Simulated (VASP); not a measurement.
A run of VASP 6.6.1:

The input INCAR:

```
PREC = Accurate ; ENCUT = 600
EDIFF = 1E-7 ; ISMEAR = 1
SIGMA = 0.1 ; LREAL = False
LASPH = True ; NELM = 80
ALGO = Normal ; ISIF = 3
LWAVE = False ; LCHARG = False
GGA = PS ; IBRION = 2
NSW = 90 ; EDIFFG = -0.005
```

KPOINTS

```
Automatic mesh
0
Gamma
  15 15 8
```

POSCAR

```
Ti                                      
1.0
    2.9021000120      0.0000000000      0.0000000000
   -1.4510500060      2.5132923347      0.0000000000
    0.0000000000     -0.0000000000      4.5750142022
  Ti            
     2
Direct
     0.3333333332999970    0.6666666667000030    0.2500000000000000
     0.6666666667000030    0.3333333332999970    0.7500000000000000
```

Potentials or basis: VASP PAW PBE potentials, release 64 (Ti_sv).

The run is started by

```bash
$ cat potpaw_PBE.64/Ti_sv/POTCAR > POTCAR
$ mpirun -np 1 vasp_std > vasp.out
```

Hardware: 1 thread of Intel(R) Xeon(R) Platinum 8488C (Sapphire Rapids), with other jobs on the host.

Task: Estimate the wall time of this run.

Result: It took 81 s on 1 thread of Intel(R) Xeon(R) Platinum 8488C (Sapphire Rapids), with other jobs on the host, peak memory 0.2 GiB. Counts: scf iterations 15, k points 135, ion steps 1.
